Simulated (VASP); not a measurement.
Input for VASP

**INCAR**
```
SYSTEM = ZnF2
PREC = Accurate
ENCUT = 520
EDIFF = 1E-7
NELM = 100
ALGO = Normal
LREAL = .FALSE.
LASPH = .TRUE.
ISMEAR = 0
SIGMA = 0.05
GGA = PS
LMAXMIX = 4
LWAVE = .FALSE.
LCHARG = .FALSE.
ISIF = 4
IBRION = 2
NSW = 30
EDIFFG = -0.01
```

KPOINTS:
```
K-points
0
G
5 5 7
```

### POSCAR
```
ZnF2
1.0
  4.6237084696   0.0000000000   0.0000000000
  0.0000000000   4.6237084696   0.0000000000
  0.0000000000   0.0000000000   3.0759912606
Zn F
2 4
Direct
  0.0000000000   0.0000000000   1.0000000000
  0.5000000000   0.5000000000   0.5000000000
  0.3035869626   0.3035869626   0.0000000000
  0.8035869626   0.1964130374   0.5000000000
  0.1964130374   0.8035869626   0.5000000000
  0.6964130374   0.6964130374   1.0000000000
```

POTCAR, in this order: Zn F (PBE.64 set). Program: vasp_std.

Q: Translate this PBEsol calculation to Quantum ESPRESSO's pw.x.

A: One equivalent input (not run):
```
&CONTROL
  calculation = 'vc-relax'
  pseudo_dir = './pseudo'
  outdir = './out'
  tprnfor = .true.
  tstress = .true.
  nstep = 30
  forc_conv_thr = 0.00039
/
&SYSTEM
  ibrav = 0
  nat = 6
  ntyp = 2
  ecutwfc = 84
  occupations = 'smearing'
  smearing = 'gaussian'
  degauss = 0.003675
  input_dft = 'pbesol'
/
&ELECTRONS
  conv_thr = 7.3e-09
  electron_maxstep = 100
/
&IONS
/
&CELL
  cell_dofree = 'shape'
/
ATOMIC_SPECIES
  Zn 65.380 Zn.upf
  F 18.998 F.upf
CELL_PARAMETERS angstrom
     4.6237085    0.0000000    0.0000000
     0.0000000    4.6237085    0.0000000
     0.0000000    0.0000000    3.0759913
ATOMIC_POSITIONS crystal
  Zn   0.0000000  0.0000000  1.0000000
  Zn   0.5000000  0.5000000  0.5000000
  F    0.3035870  0.3035870  0.0000000
  F    0.8035870  0.1964130  0.5000000
  F    0.1964130  0.8035870  0.5000000
  F    0.6964130  0.6964130  1.0000000
K_POINTS automatic
  5 5 7 0 0 0
```
What does not carry over: the potentials are each code's own (VASP's PAW set, PseudoDojo norm-conserving files in pw.x), so ENCUT and ecutwfc are chosen apart and not converted; conv_thr bounds pw.x's estimated SCF error, while EDIFF bounds the energy change between steps; forc_conv_thr acts on force components and is met together with etot_conv_thr.

The compound is ZnF2 in the rutile structure. This cell is one point of a volume scan, at 0.94 of the reference volume. Symmetry was kept, so distortions that lower it aren't found.
